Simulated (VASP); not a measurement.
Hf2Pd2Se2Br2O3:

```xyz
11
Lattice="5.7607 0.0000 0.0000 -0.5225 5.8472 0.0000 -1.4885 -0.8866 6.6504" Properties=species:S:1:pos:R:3 pbc="T T T"
Hf    3.5663    2.0054    2.3269
Hf    0.5360    2.1234    3.9504
Pd    3.9014    0.0250    5.6428
Pd    0.4486    4.9633    2.3858
Se    2.0505    1.5287    6.2325
Se    2.4084    4.1009    3.5262
Br    4.1661    5.6578    1.0212
Br   -0.4146    4.0351    5.7341
O     4.5029    1.1680    3.9254
O     1.7542    1.0717    2.7176
O    -0.4211    3.0842    2.4395
```

The cell was built by a generator and needn't be a form met in nature.

| Property | Result |
| --- | --- |
| Program | VASP 6.6.1 |
| Task | relaxation of cell and atoms |
| Functional | SCAN |
| Potentials or basis | VASP PAW PBE potentials, release 64 (Hf_pv, Pd, Se, Br, O) |
| Cutoff | 600 eV |
| k mesh | 5 × 5 × 4 |
| Occupations | fermi-dirac, width 0.05 eV |
| Spin | no spin polarisation |

At the start: pressure -4.3 GPa; volume 20.36 Å³/atom.

Where does the relaxation end?

Over 12 steps the energy falls by 11.6 meV/atom and the volume is 19.57 Å³/atom (-3.9 %); space group P1 (No. 1, to 0.05 Å).

Step by step:
| step | energy change (eV) | largest force (eV/Å) | pressure (GPa) | volume (Å³) |
| --- | --- | --- | --- | --- |
| 1 | 0.0000 | 0.6910 | -4.26 | 224.01 |
| 2 | 0.1541 | 2.0038 | 6.89 | 206.89 |
| 3 | -0.1182 | 0.2615 | -0.31 | 216.93 |
| 4 | -0.1183 | 0.2810 | -0.22 | 216.79 |
| 5 | -0.1236 | 0.1455 | 0.00 | 215.63 |
| 6 | -0.1237 | 0.1234 | -0.03 | 215.75 |
| 7 | -0.1257 | 0.0638 | 0.03 | 215.34 |
| 8 | -0.1258 | 0.0736 | 0.04 | 215.25 |
| 9 | -0.1267 | 0.0353 | 0.03 | 215.23 |
| 10 | -0.1271 | 0.0459 | 0.02 | 215.22 |
| 11 | -0.1271 | 0.0508 | 0.01 | 215.22 |
| 12 | -0.1274 | 0.0180 | -0.01 | 215.27 |

Final structure:
```yaml
crystal:
  lattice:
    - [5.66875, -0.01707, -0.00357]
    - [-0.53199, 5.79531, -0.00994]
    - [-1.46586, -0.88600, 6.55693]
  atoms:
    - { symbol: Hf, position: [0.74513, 0.39612, 0.34891] }
    - { symbol: Hf, position: [0.28777, 0.45149, 0.59418] }
    - { symbol: Pd, position: [0.90914, 0.13626, 0.85011] }
    - { symbol: Pd, position: [0.25319, 0.90270, 0.35907] }
    - { symbol: Se, position: [0.63486, 0.40389, 0.93657] }
    - { symbol: Se, position: [0.62661, 0.78100, 0.52818] }
    - { symbol: Br, position: [0.85074, 0.99148, 0.15393] }
    - { symbol: Br, position: [0.22496, 0.82029, 0.86276] }
    - { symbol: O, position: [0.95934, 0.28964, 0.58958] }
    - { symbol: O, position: [0.43200, 0.24485, 0.40917] }
    - { symbol: O, position: [0.07627, 0.58226, 0.36755] }
```

Caveat: the PAW data sets were made with another functional, which shifts forces and pressure a little.
